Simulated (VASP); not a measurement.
# Be3Se2O (Cmc2_1) in VASP: further runs

Runs on Be3Se2O. Level: PBE. Tasks: equation of state.

Everything below comes from runs of VASP 6.6.1. Logs are shortened: lines on timing, memory, paths and dates and some standing lists are left out, and cuts for length are marked.

**1. The crystal as given**

The structure is orthorhombic, space group Cmc2_1 (No. 36). Conventional cell: a = 10.156 Å, b = 5.744 Å, c = 5.445 Å, α = 90.00°, β = 90.00°, γ = 90.00°. Be (site symmetry 1) is surrounded by 1 O at 1.67 Å. Be (site symmetry m) has 2 O at 1.74 to 1.80 Å as nearest neighbours. Around Se (site symmetry 1) lie 4 Be at 2.23 to 2.27 Å. O (site symmetry m) is surrounded by 4 Be at 1.67 to 1.80 Å.

The cell was built by a generator and needn't be a form met in nature.

**2. Equation of state, PBE, 13.23 Å³/atom**

File INCAR:

```
PREC     = Accurate       # precision mode
ENCUT    = 520            # plane-wave cutoff, eV
EDIFF    = 1E-6           # SCF threshold, eV
ISMEAR   = 0              # smearing method
SIGMA    = 0.03           # smearing width, eV
LREAL    = F              # projectors in reciprocal space
LASPH    = T              # aspherical terms in the spheres
NELM     = 100            # most SCF steps
ALGO     = Normal         # electronic algorithm
ISIF     = 4              # what is computed and relaxed
LWAVE    = F              # write WAVECAR
LCHARG   = F              # write CHGCAR
GGA      = PE             # functional
IBRION   = 2              # ionic algorithm
NSW      = 30             # ionic steps
EDIFFG   = -0.02          # ionic threshold
KPAR     = 4
```

File KPOINTS:

```
Automatic mesh
0
Gamma
  6 6 6
```

File POSCAR:

```
Be3Se2O
1.0
    5.0780500000     -2.8719600000      0.0000000000
    5.0780500000      2.8719600000      0.0000000000
    0.0000000000      0.0000000000      5.4449600000
Be Se O
6 4 2
Direct
    0.8386350000      0.4292100000      0.4135620000
    0.5707900000      0.1613650000      0.4135620000
    0.1095090000      0.8904910000      0.3276790000
    0.4292100000      0.8386350000      0.9135620000
    0.1613650000      0.5707900000      0.9135620000
    0.8904910000      0.1095090000      0.8276790000
    0.8350330000      0.4840180000      0.0072250000
    0.4840180000      0.8350330000      0.5072250000
    0.1649670000      0.5159820000      0.5072250000
    0.5159820000      0.1649670000      0.0072250000
    0.8534360000      0.1465640000      0.4999890000
    0.1465640000      0.8534360000      0.9999890000
```

Potentials or basis: VASP PAW PBE potentials, release 64 (Be, Se, O).

Run with:

```sh
$ cat potpaw_PBE.64/Be/POTCAR potpaw_PBE.64/Se/POTCAR potpaw_PBE.64/O/POTCAR > POTCAR
$ mpirun -np 4 vasp_std > vasp.out
```

OUTCAR:

```text
PREC = Accurate
   ENCUT = 520
   EDIFF = 1E-6
   ISMEAR = 0
   LREAL = F
   LASPH = T
   NELM = 100
   ISIF = 4
   GGA = PE
   IBRION = 2
   NSW = 30
   EDIFFG = -0.02

 ion  position               nearest neighbor table
   1  0.839  0.429  0.414-  11 1.67   7 2.23   8 2.26   9 2.27
   2  0.571  0.161  0.414-  11 1.67  10 2.23   9 2.26   8 2.27
   3  0.110  0.890  0.328-  11 1.74  12 1.80   8 2.26   9 2.26
   4  0.429  0.839  0.914-  12 1.67   8 2.23   7 2.26  10 2.27
   5  0.161  0.571  0.914-  12 1.67   9 2.23  10 2.26   7 2.27
   6  0.890  0.110  0.828-  12 1.74  11 1.80   7 2.26  10 2.26
   7  0.835  0.484  0.007-   1 2.23   4 2.26   6 2.26   5 2.27
   8  0.484  0.835  0.507-   4 2.23   1 2.26   3 2.26   2 2.27
   9  0.165  0.516  0.507-   5 2.23   2 2.26   3 2.26   1 2.27
  10  0.516  0.165  0.007-   2 2.23   5 2.26   6 2.26   4 2.27
  11  0.853  0.147  0.500-   1 1.67   2 1.67   3 1.74   6 1.80
  12  0.147  0.853  1.000-   4 1.67   5 1.67   6 1.74   3 1.80

  LATTYP: Found a base centered orthorhombic cell.
 ALAT       =     5.7439200000
 B/A-ratio  =     1.7681478851
 C/A-ratio  =     0.9479519213

  Lattice vectors:

 A1 = (  -5.0780500000,  -2.8719600000,   0.0000000000)
 A2 = (   5.0780500000,  -2.8719600000,   0.0000000000)
 A3 = (   0.0000000000,   0.0000000000,   5.4449600000)

Analysis of symmetry for initial positions (statically):
=====================================================================
 Subroutine PRICEL returns:
 Original cell was already a primitive cell.

 Routine SETGRP: Setting up the symmetry group for a
 base centered orthorhombic supercell.

 Subroutine GETGRP returns: Found  4 space group operations
 (whereof  2 operations were pure point group operations)
 out of a pool of  8 trial point group operations.

The static configuration has the point symmetry C_1h.
 The point group associated with its full space group is C_2v.

Analysis of symmetry for dynamics (positions and initial velocities):
=====================================================================
 Subroutine PRICEL returns:
 Original cell was already a primitive cell.

 Routine SETGRP: Setting up the symmetry group for a
 base centered orthorhombic supercell.

 Subroutine GETGRP returns: Found  4 space group operations
 (whereof  2 operations were pure point group operations)
 out of a pool of  8 trial point group operations.

The dynamic configuration has the point symmetry C_1h.
 The point group associated with its full space group is C_2v.

 Subroutine INISYM returns: Found  4 space group operations
 (whereof  2 operations are pure point group operations),
 and found     1 'primitive' translations

----------------------------------------------------------------------------------------

                                     Primitive cell

  volume of cell :     158.8181

  direct lattice vectors                    reciprocal lattice vectors
     5.078050000 -2.871960000  0.000000000     0.098462993 -0.174097132  0.000000000
     5.078050000  2.871960000  0.000000000     0.098462993  0.174097132  0.000000000
     0.000000000  0.000000000  5.444960000     0.000000000  0.000000000  0.183656078

  length of vectors
     5.833930583  5.833930583  5.444960000     0.200011931  0.200011931  0.183656078

  position of ions in fractional coordinates (direct lattice)
     0.838635000  0.429210000  0.413562000
     0.570790000  0.161365000  0.413562000
     0.109509000  0.890491000  0.327679000
     0.429210000  0.838635000  0.913562000
     0.161365000  0.570790000  0.913562000
     0.890491000  0.109509000  0.827679000
     0.835033000  0.484018000  0.007225000
     0.484018000  0.835033000  0.507225000
     0.164967000  0.515982000  0.507225000
     0.515982000  0.164967000  0.007225000
     0.853436000  0.146564000  0.499989000
     0.146564000  0.853436000  0.999989000

  ion indices of the primitive-cell ions
   primitive index   ion index
                 1           1
                 2           2
                 3           3
                 4           4
                 5           5
                 6           6
                 7           7
                 8           8
                 9           9
                10          10
                11          11
                12          12

----------------------------------------------------------------------------------------

 KPOINTS: Automatic mesh

Automatic generation of k-mesh.
 Grid dimensions read from file:
 generate k-points for:    6    6    6

 Generating k-lattice:

  Cartesian coordinates                     Fractional coordinates (reciprocal lattice)
     0.016410499 -0.029016189  0.000000000     0.166666667  0.000000000  0.000000000
     0.016410499  0.029016189  0.000000000     0.000000000  0.166666667  0.000000000
     0.000000000  0.000000000  0.030609346     0.000000000  0.000000000  0.166666667

  Length of vectors
     0.033335322  0.033335322  0.030609346

  Shift w.r.t. Gamma in fractional coordinates (k-lattice)
     0.000000000  0.000000000  0.000000000

 Subroutine IBZKPT returns following result:
 ===========================================

 Found     52 irreducible k-points:

 Following reciprocal coordinates:
            Coordinates               Weight
  0.000000  0.000000  0.000000      1.000000
  0.166667  0.000000  0.000000      4.000000
  0.333333  0.000000  0.000000      4.000000
  0.500000  0.000000  0.000000      2.000000
  0.166667  0.166667  0.000000      2.000000
  0.333333  0.166667  0.000000      4.000000
[... 16 lines left out ...]
  0.333333  0.333333  0.166667      4.000000
  0.500000  0.333333  0.166667      8.000000
 [... further k-points ...]
   k-points           NKPTS =     52   k-points in BZ     NKDIM =     52   number of bands    NBANDS=     31
   number of dos      NEDOS =    301   number of ions     NIONS =     12
   total plane-waves  NPLWV =  92160
   dimension x,y,z NGX =    48 NGY =   48 NGZ =   40
   dimension x,y,z NGXF=    96 NGYF=   96 NGZF=   80
   ions per type =               6   4   2
   NGX,Y,Z   is equivalent  to a cutoff of  13.68, 13.68, 12.21 a.u.
   NGXF,Y,Z  is equivalent  to a cutoff of  27.36, 27.36, 24.43 a.u.
 SYSTEM =  unknown system
   PREC   = accura    normal or accurate (medium, high low for compatibility)
   ISTART =      0    job   : 0-new  1-cont  2-samecut
   ICHARG =      2    charge: 1-file 2-atom 10-const
   ISPIN  =      1    spin polarized calculation?
   LNONCOLLINEAR =      F non collinear calculations
   LSORBIT =      F    spin-orbit coupling
   LASPH  =      T    aspherical Exc in radial PAW
   ENCUT  =  520.0 eV  38.22 Ry    6.18 a.u.  10.85 10.85 10.12*2*pi/ulx,y,z
   NELM   =    100;   NELMIN=  2; NELMDL= -5     # of ELM steps
   EDIFF  = 0.1E-05   stopping-criterion for ELM
   LREAL  =      F    real-space projection
   EDIFFG = -.2E-01   stopping-criterion for IOM
   NSW    =     30    number of steps for IOM
   IBRION =      2    ionic relax: 0-MD 1-quasi-New 2-CG
   NFREE  =      1    steps in history (QN), initial steepest desc. (CG)
   ISIF   =      4    stress and relaxation
   ISYM   =      2    0-nonsym 1-usesym 2-fastsym
   POTIM  = 0.5000    time-step for ionic-motion
   TEBEG  =    0.0;   TEEND  =   0.0 temperature during run
   PSTRESS=    0.0 pullay stress
   NELECT =      48.0000    total number of electrons
   NUPDOWN=      -1.0000    fix difference up-down
   EMIN   =  10.00;   EMAX   =-10.00  energy-range for DOS
   EFERMI =   0.00;   METHOD = LEGACY
   ISMEAR =     0;   SIGMA  =   0.03  broadening in eV -4-tet -1-fermi 0-gaus
   EFERMI_NEDOS =   21; number of points for ismear=-14 and -15
   IALGO  =     38    algorithm
   IMIX   =      4    mixing-type and parameters
     AMIX     =   0.40;   BMIX     =  1.00
     AMIX_MAG =   1.60;   BMIX_MAG =  1.00
  volume/ion in A,a.u.               =      13.23        89.31
  Fermi-wavevector in a.u.,A,eV,Ry     =   1.098640  2.076128 16.422352  1.207009
  Thomas-Fermi vector in A             =   2.235020
   LORBIT       =      0    0 simple, 1 ext, 2 COOP (PROOUT), +10 PAW based schemes
   GGA     = PE    functional components
   LHFCALC =     F    Hartree Fock is set to
   AEXX    =    0.0000 exact exchange contribution
   IVDW    =     0    specifies the selected vdW correction
   LEPSILON=     F    determine dielectric tensor
   LRPA    =     F    only Hartree local field effects (RPA)
 conjugate gradient relaxation of ions
 non-spin polarized calculation
 Gauss-broadening in eV      SIGMA  =   0.03
  energy-cutoff  :      520.00
  volume of cell :      158.82
 maximum number of plane-waves:      4308
 NGX is ok and might be reduce to    48
   NGX = 21   NGY = 21   NGZ = 21

 number of electron      47.9999991 magnetization

 Free energy of the ion-electron system (eV)
  ---------------------------------------------------
  ext. energy  EPLUGINS =         0.00000000
  ---------------------------------------------------
  free energy    TOTEN  =       -61.43505907 eV

  energy without entropy =      -61.43505907  energy(sigma->0) =      -61.43505907

 E-fermi :   4.4357     XC(G=0):  -9.9789

 val. band max:        4.3038611545   @ k =  -0.3333   0.3333   0.0000
 cond. band min:       7.3015603885   @ k =  -0.3333   0.3333   0.3333
 fundamental gap:      2.9976992340
 Fermi energy:         4.4357379795

 k-point     1 :       0.0000    0.0000    0.0000
  band No.  band energies     occupation
      1     -15.3305      2.00000
      2     -15.1490      2.00000
      3      -9.4069      2.00000
      4      -7.9374      2.00000
      5      -7.4721      2.00000
      6      -7.4381      2.00000
[... 23 lines left out ...]
     30      10.4770      0.00000
     31      11.2922      0.00000

 k-point     2 :       0.1667    0.0000    0.0000
  band No.  band energies     occupation
      1     -15.3259      2.00000
      2     -15.1506      2.00000
      3      -9.3474      2.00000
      4      -7.9661      2.00000
      5      -7.7203      2.00000
      6      -7.3166      2.00000
[... 23 lines left out ...]
     30      10.2683      0.00000
     31      10.8623      0.00000

 k-point     3 :       0.3333    0.0000    0.0000
  band No.  band energies     occupation
      1     -15.3164      2.00000
      2     -15.1540      2.00000
      3      -9.1697      2.00000
      4      -8.2973      2.00000
      5      -7.7348      2.00000
      6      -7.3351      2.00000
[... 23 lines left out ...]
     30       9.9719      0.00000
     31      10.1136      0.00000

 k-point     4 :       0.5000    0.0000    0.0000
  band No.  band energies     occupation
      1     -15.3114      2.00000
      2     -15.1560      2.00000
      3      -8.9848      2.00000
      4      -8.5811      2.00000
      5      -7.6736      2.00000
      6      -7.3886      2.00000
[... 635 lines left out ...]
     30      10.0815      0.00000
     31      10.4649      0.00000

 k-point    23 :       0.3333    0.3333    0.1667
  band No.  band energies     occupation
      1     -15.3109      2.00000
      2     -15.1601      2.00000
      3      -9.1356      2.00000
      4      -8.0360      2.00000
      5      -7.9409      2.00000
      6      -7.5008      2.00000
[... 23 lines left out ...]
     30      10.0182      0.00000
     31      10.3268      0.00000

 k-point    24 :       0.5000    0.3333    0.1667
  band No.  band energies     occupation
      1     -15.3066      2.00000
      2     -15.1613      2.00000
      3      -8.9966      2.00000
      4      -8.3035      2.00000
      5      -7.9036      2.00000
      6      -7.5049      2.00000
[... 23 lines left out ...]
     30       9.8354      0.00000
     31      10.3000      0.00000

 [... further k-points ...]
[... 5 lines left out ...]
  --------------------------------------------------------------------------------------
  -------------------------------------------------------------------------------------
  Total        0.0040426      0.0106397      0.0036553      0.0000000      0.0000000      0.0000000
  in kB        0.0407818      0.1073345      0.0368747      0.0000000      0.0000000      0.0000000
  external PRESSURE =       0.0616636 kB  Pullay stress =       0.0000000 kB

 VOLUME and BASIS-vectors are now :
 -----------------------------------------------------------------------------
  energy-cutoff  :      520.00
  volume of cell :      158.82
      direct lattice vectors                 reciprocal lattice vectors
     5.078050000 -2.871960000  0.000000000     0.098462993 -0.174097132  0.000000000
     5.078050000  2.871960000  0.000000000     0.098462993  0.174097132  0.000000000
     0.000000000  0.000000000  5.444960000     0.000000000  0.000000000  0.183656078

 POSITION                                       TOTAL-FORCE (eV/Angst)
 -----------------------------------------------------------------------------------
      6.43818     -1.17585      2.25183         0.001847      0.003531     -0.000305
      3.71792     -1.17585      2.25183        -0.001847      0.003531     -0.000305
      5.07805      2.24295      1.78420         0.000000      0.001112      0.003041
      6.43818      1.17585      4.97431         0.001847     -0.003531     -0.000305
      3.71792      1.17585      4.97431        -0.001847     -0.003531     -0.000305
      5.07805     -2.24295      4.50668         0.000000     -0.001112      0.003041
      6.69821     -1.00810      0.03934         0.004429      0.000630     -0.000878
      6.69821      1.00810      2.76182         0.004429     -0.000630     -0.000878
      3.45789      1.00810      2.76182        -0.004429     -0.000630     -0.000878
      3.45789     -1.00810      0.03934        -0.004429      0.000630     -0.000878
      5.07805     -2.03011      2.72242         0.000000      0.001196     -0.000677
      5.07805      2.03011      5.44490         0.000000     -0.001196     -0.000677
 -----------------------------------------------------------------------------------
    total drift:                               -0.000000     -0.000000     -0.000287

  FREE ENERGIE OF THE ION-ELECTRON SYSTEM (eV)
  ---------------------------------------------------
  free  energy   TOTEN  =       -61.4350590725 eV

  energy  without entropy=      -61.4350590725  energy(sigma->0) =      -61.43505907

 reached required accuracy - stopping structural energy minimisation
```

Run time: 56 s. Hardware: 4 MPI ranks of AMD EPYC 9R45 (Zen 5), shared host; peak memory 0.42 GiB.

Results:

| Item | Value |
| --- | --- |
| Free energy | -61.4351 eV |
| Pressure | 0.0 GPa |
| Largest force | 0.005 eV/Å |
| Band gap on the k mesh | 3.00 eV, indirect (least direct gap 3.28 eV) |

**3. Equation of state, PBE, 12.84 Å³/atom (volume scaled by 0.97)**

INCAR is that of step 2.

KPOINTS is that of step 2.

POSCAR: that of step 2 with these lines changed.

```diff
@@ -2,5 +2,5 @@
 1.0
-    5.0780500000     -2.8719600000      0.0000000000
-    5.0780500000      2.8719600000      0.0000000000
-    0.0000000000      0.0000000000      5.4449600000
+    5.0267530585     -2.8429483195      0.0000000000
+    5.0267530585      2.8429483195      0.0000000000
+    0.0000000000      0.0000000000      5.3899566435
 Be Se O
```

Potentials or basis: VASP PAW PBE potentials, release 64 (Be, Se, O).

Run with:

```sh
$ cat potpaw_PBE.64/Be/POTCAR potpaw_PBE.64/Se/POTCAR potpaw_PBE.64/O/POTCAR > POTCAR
$ mpirun -np 4 vasp_std > vasp.out
```

Run time: 2.1 min. Hardware: 4 MPI ranks of AMD EPYC 9R45 (Zen 5), shared host; peak memory 0.43 GiB.

Results (log left out):

```yaml
Free_energy: -61.3862 eV
Pressure: 3.3 GPa
Largest_force: 0.017 eV/Å
Band_gap_on_the_k_mesh: 2.99 eV, indirect (least direct gap 3.27 eV)
```

**4. Equation of state, PBE, 13.63 Å³/atom (volume scaled by 1.03)**

INCAR is that of step 3.

KPOINTS is that of step 3.

POSCAR: that of step 3 with these lines changed.

```diff
@@ -2,5 +2,5 @@
 1.0
-    5.0267530585     -2.8429483195      0.0000000000
-    5.0267530585      2.8429483195      0.0000000000
-    0.0000000000      0.0000000000      5.3899566435
+    5.1283309928     -2.9003970969      0.0000000000
+    5.1283309928      2.9003970969      0.0000000000
+    0.0000000000      0.0000000000      5.4988740013
 Be Se O
```

Run with:

```sh
$ cat potpaw_PBE.64/Be/POTCAR potpaw_PBE.64/Se/POTCAR potpaw_PBE.64/O/POTCAR > POTCAR
$ mpirun -np 4 vasp_std > vasp.out
```

It took 3 min on 4 MPI ranks of AMD EPYC 9R45 (Zen 5), shared host; peak memory 0.44 GiB.

The run converged. Its results:

| Item | Value |
| --- | --- |
| Free energy | -61.3945 eV |
| Pressure | -2.8 GPa |
| Largest force | 0.017 eV/Å |
| Band gap on the k mesh | 3.00 eV, indirect (least direct gap 3.28 eV) |

**5. Equation of state, PBE, 12.44 Å³/atom (volume scaled by 0.94)**

INCAR is that of step 4.

KPOINTS is that of step 4.

POSCAR: that of step 4 with these lines changed.

```diff
@@ -2,5 +2,5 @@
 1.0
-    5.1283309928     -2.9003970969      0.0000000000
-    5.1283309928      2.9003970969      0.0000000000
-    0.0000000000      0.0000000000      5.4988740013
+    4.9743872394     -2.8133321208      0.0000000000
+    4.9743872394      2.8133321208      0.0000000000
+    0.0000000000      0.0000000000      5.3338071785
 Be Se O
```

Run with:

```sh
$ cat potpaw_PBE.64/Be/POTCAR potpaw_PBE.64/Se/POTCAR potpaw_PBE.64/O/POTCAR > POTCAR
$ mpirun -np 4 vasp_std > vasp.out
```

It took 2.9 min on 4 MPI ranks of AMD EPYC 9R45 (Zen 5), shared host; peak memory 0.42 GiB.

It converged, with:

- Free energy: -61.2330 eV
- Pressure: 7.1 GPa
- Largest force: 0.014 eV/Å
- Band gap on the k mesh: 2.98 eV, indirect (least direct gap 3.26 eV)

**6. Equation of state, PBE, 12.04 Å³/atom (volume scaled by 0.91)**

INCAR is that of step 5.

KPOINTS is that of step 5.

POSCAR: that of step 5 with these lines changed.

```diff
@@ -2,5 +2,5 @@
 1.0
-    4.9743872394     -2.8133321208      0.0000000000
-    4.9743872394      2.8133321208      0.0000000000
-    0.0000000000      0.0000000000      5.3338071785
+    4.9208950588     -2.7830788931      0.0000000000
+    4.9208950588      2.7830788931      0.0000000000
+    0.0000000000      0.0000000000      5.2764499678
 Be Se O
```

Potentials or basis: VASP PAW PBE potentials, release 64 (Be, Se, O).

Run with:

```sh
$ cat potpaw_PBE.64/Be/POTCAR potpaw_PBE.64/Se/POTCAR potpaw_PBE.64/O/POTCAR > POTCAR
$ mpirun -np 4 vasp_std > vasp.out
```

Run time: 2.4 min. Hardware: 4 MPI ranks of AMD EPYC 9R45 (Zen 5), shared host; peak memory 0.38 GiB.

Results (log left out):

```
Free energy            : -60.9577 eV
Pressure               : 11.5 GPa
Largest force          : 0.019 eV/Å
Band gap on the k mesh : 2.96 eV, indirect (least direct gap 3.24 eV)
```
